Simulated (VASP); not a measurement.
Here is a VASP 6.6.1 calculation.

File INCAR:

```
SYSTEM = SiBH4ClO
ALGO = Fast ; EDIFF = 1E-7
EDIFFG = -0.01 ; ENCUT = 520
GGA = PE ; IBRION = 2
ISIF = 2 ; ISMEAR = 0
LASPH = .True. ; LCHARG = .False.
LREAL = .False. ; LWAVE = .False.
NELM = 60 ; NSW = 60
PREC = Accurate ; SIGMA = 0.01
```

KPOINTS

```
k-points
0
Gamma
  1 1 1
  0 0 0
```

File POSCAR:

```
SiBH4ClO
1.0
   12.0000000000      0.0000000000      0.0000000000
    0.0000000000     13.0000000000      0.0000000000
    0.0000000000      0.0000000000     14.0000000000
O B Si Cl H
1 1 1 1 4
Direct
    0.4217180000      0.6136310000      0.4405600000
    0.4500830000      0.5164740000      0.4498530000
    0.4831500000      0.4527820000      0.5786660000
    0.4555020000      0.4346380000      0.3474410000
    0.4077440000      0.6359670000      0.3752770000
    0.4728860000      0.5310790000      0.6592840000
    0.5980790000      0.4113680000      0.5769030000
    0.4058350000      0.3668270000      0.5980120000
```

Potentials or basis: VASP PAW PBE potentials, release 64 (O, B, Si, Cl, H).

The run is started by

```console
$ cat potpaw_PBE.64/O/POTCAR potpaw_PBE.64/B/POTCAR potpaw_PBE.64/Si/POTCAR potpaw_PBE.64/Cl/POTCAR potpaw_PBE.64/H/POTCAR > POTCAR
$ mpirun -np 1 vasp_gam > vasp.out
```

Task: Predict the energy gained by relaxing.

Result: 6.3 meV/atom.

Task: Estimate the gap between the frontier levels.

Result: 5.07 eV.

The path:
```
step  energy change (eV)  largest force (eV/Å)  pressure (GPa)
   1              0.0000                1.7324            0.07
   2              0.2162                3.7617           -0.06
   3             -0.0406                0.4467            0.02
   4             -0.0300                1.1264           -0.02
   5             -0.0462                0.2120            0.00
   6             -0.0475                0.1935            0.01
   7             -0.0479                0.1118            0.01
   8             -0.0489                0.0920            0.00
   9             -0.0492                0.1334            0.00
  10             -0.0495                0.1152           -0.01
  11             -0.0495                0.0537           -0.01
  12             -0.0497                0.0355           -0.01
  13             -0.0498                0.0398            0.00
  14             -0.0500                0.0327           -0.01
  15             -0.0500                0.0754           -0.01
  16             -0.0501                0.0587           -0.01
  17             -0.0502                0.0540           -0.01
  18             -0.0502                0.0164           -0.01
  19             -0.0502                0.0172           -0.01
  20             -0.0502                0.0166           -0.01
  21             -0.0502                0.0116           -0.01
  22             -0.0502                0.0155           -0.01
  23             -0.0503                0.0107           -0.01
  24             -0.0503                0.0164           -0.01
  25             -0.0503                0.0198           -0.01
  26             -0.0503                0.0174           -0.01
  27             -0.0503                0.0126           -0.01
  28             -0.0503                0.0165           -0.01
  29             -0.0503                0.0143           -0.01
  30             -0.0503                0.0109           -0.01
  31             -0.0503                0.0111           -0.01
  32             -0.0503                0.0148           -0.01
  33             -0.0503                0.0135           -0.01
  34             -0.0503                0.0067           -0.01
```
